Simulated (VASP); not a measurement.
All values below come from PBE GGA, VASP's PBE PAW potentials (set 64) (plane waves; VASP).

Input for VASP

### INCAR
```
SYSTEM = CoPtO2
PREC = Accurate
ENCUT = 500
EDIFF = 1E-6
NELM = 100
ALGO = Normal
LREAL = .FALSE.
LASPH = .TRUE.
ISMEAR = 0
SIGMA = 0.05
GGA = PE
LMAXMIX = 6
LWAVE = .FALSE.
LCHARG = .TRUE.
```

File KPOINTS:
```
Automatic mesh
0
Gamma
8 8 8
0 0 0
```

POSCAR:
```
CoPtO2
1
    1.4267734397     0.8237479116     5.9579664578
   -1.4267734397     0.8237479116     5.9579664578
   -0.0000000000    -1.6474958231     5.9579664578
Pt Co O
1 1 2
Direct
  0.0000000000   0.0000000000   1.0000000000
  0.5000000000   0.5000000000   0.5000000000
  0.1122251442   0.1122251442   0.1122251442
  0.8877748558   0.8877748558   0.8877748558
```

POTCAR, in this order: Pt Co O (PBE.64 set). Program: vasp_std.

The run wrote:

**OSZICAR**
```
       N       E                     dE             d eps       ncg     rms          rms(c)
DAV:   1     0.256093274894E+03    0.25609E+03   -0.15321E+04  2486   0.173E+03
DAV:   2    -0.481492497835E+01   -0.26091E+03   -0.24451E+03  2693   0.398E+02
DAV:   3    -0.307570439258E+02   -0.25942E+02   -0.24814E+02  2958   0.139E+02
DAV:   4    -0.314519437281E+02   -0.69490E+00   -0.69176E+00  2777   0.228E+01
DAV:   5    -0.314699202067E+02   -0.17976E-01   -0.17971E-01  2986   0.369E+00    0.272E+01
DAV:   6    -0.339729249004E+02   -0.25030E+01   -0.48710E+01  2974   0.121E+02    0.383E+01
DAV:   7    -0.272434291380E+02    0.67295E+01   -0.28730E+01  2895   0.149E+02    0.152E+01
DAV:   8    -0.264737445874E+02    0.76968E+00   -0.62634E+00  3116   0.251E+01    0.616E+00
DAV:   9    -0.264454352062E+02    0.28309E-01   -0.40421E-01  3076   0.892E+00    0.179E+00
DAV:  10    -0.264455541141E+02   -0.11891E-03   -0.27608E-02  2898   0.246E+00    0.824E-01
DAV:  11    -0.264433388977E+02    0.22152E-02   -0.32239E-03  3788   0.124E+00    0.474E-01
DAV:  12    -0.264426065524E+02    0.73235E-03   -0.65323E-04  3301   0.378E-01    0.312E-01
DAV:  13    -0.264420364038E+02    0.57015E-03   -0.12717E-03  3509   0.673E-01    0.112E-01
DAV:  14    -0.264419933591E+02    0.43045E-04   -0.15917E-04  3185   0.134E-01    0.519E-02
DAV:  15    -0.264419785490E+02    0.14810E-04   -0.26580E-05  3555   0.908E-02    0.869E-03
DAV:  16    -0.264419786637E+02   -0.11466E-06   -0.45320E-06  2543   0.189E-02
   1 F= -.26441979E+02 E0= -.26440325E+02  d E =-.330726E-02
```

File OUTCAR:
```
------------------------ aborting loop because EDIFF is reached ----------------------------------------
  FORCE on cell =-STRESS in cart. coord.  units (eV):
  Direction    XX          YY          ZZ          XY          YZ          ZX
  --------------------------------------------------------------------------------------
  Total       -0.1167149     -0.1167149      0.3996110     -0.0000000      0.0000000      0.0000000
  in kB       -4.4508018     -4.4508005     15.2387505     -0.0000000      0.0000000      0.0000000
  external PRESSURE =       2.1123827 kB  Pullay stress =       0.0000000 kB
  volume of cell :       42.01
      direct lattice vectors                 reciprocal lattice vectors
     1.426773440  0.823747912  5.957966458     0.350441062  0.202327271  0.055947501
    -1.426773440  0.823747912  5.957966458    -0.350441062  0.202327271  0.055947501
     0.000000000 -1.647495823  5.957966458     0.000000000 -0.404654541  0.055947501
 POSITION                                       TOTAL-FORCE (eV/Angst)
 -----------------------------------------------------------------------------------
      0.00000      0.00000      0.00000         0.000000      0.000000     -0.000000
      0.00000      0.00000      8.93695         0.000000      0.000000     -0.000000
      0.00000      0.00000      2.00590         0.000000      0.000000      0.076333
      0.00000      0.00000     15.86800         0.000000     -0.000000     -0.076333
 -----------------------------------------------------------------------------------
    total drift:                               -0.000000      0.000000     -0.000000
  FREE ENERGIE OF THE ION-ELECTRON SYSTEM (eV)
  ---------------------------------------------------
  free  energy   TOTEN  =       -26.4419786637 eV

  energy  without entropy=      -26.4386713995  energy(sigma->0) =      -26.44032503
```
(Selected blocks of OUTCAR.)

File OUTCAR:
```
 val. band max:        8.0192304751   @ k =   0.3750   0.2500  -0.0000

 cond. band min:       8.3236389161   @ k =  -0.2500   0.2500   0.2500


 Fermi energy:         8.0504331076

 k-point     1 :       0.0000    0.0000    0.0000
  band No.  band energies     occupation
      1     -13.0274      2.00000
      2     -11.1897      2.00000
      3      -1.0788      2.00000
      4       1.5385      2.00000
      5       1.9874      2.00000
      6       1.9874      2.00000
      7       3.9060      2.00000
      8       5.1170      2.00000
      9       5.1170      2.00000
     10       5.2970      2.00000
     11       5.2970      2.00000
     12       6.4524      2.00000
     13       6.4524      2.00000
     14       6.7628      2.00000
     15       6.7628      2.00000
     16       6.8753      2.00000
     17      10.1524      0.00000
     18      10.1524      0.00000
     19      11.0815      0.00000

 k-point     2 :       0.1250   -0.0000   -0.0000
  band No.  band energies     occupation
      1     -12.8577      2.00000
      2     -11.1760      2.00000
      3      -0.8612      2.00000
      4       1.5507      2.00000
      5       1.9459      2.00000
      6       2.0688      2.00000
      7       4.1800      2.00000
      8       4.3547      2.00000
      9       4.6678      2.00000
     10       5.1246      2.00000
     11       5.6746      2.00000
     12       6.2032      2.00000
     13       6.4899      2.00000
     14       6.7572      2.00000
     15       6.9771      2.00000
     16       7.0560      2.00000
     17       9.8331      0.00000
     18      10.0164      0.00000
     19      11.3173      0.00000

 k-point     3 :       0.2500   -0.0000   -0.0000
  band No.  band energies     occupation
      1     -12.4132      2.00000
      2     -11.1558      2.00000
      3      -0.3432      2.00000
      4       0.9426      2.00000
      5       2.2701      2.00000
      6       2.2877      2.00000
      7       3.3082      2.00000
...
```

Unless said otherwise, spin-orbit coupling is left out, though it shifts the bands of the heavy elements here.

The structure was generated: CoPtO2 was put into the delafossite type (R-3m), which need not be its known phase. It was relaxed first, which changed the volume by -14 %. The k-mesh is coarse (spacing up to 0.32 per Å, 2π included), so the numbers may not be converged in it. The run is not spin-polarised, so no magnetic state was tried. The electron count is odd and the run is not spin-polarised, which forces a metal.
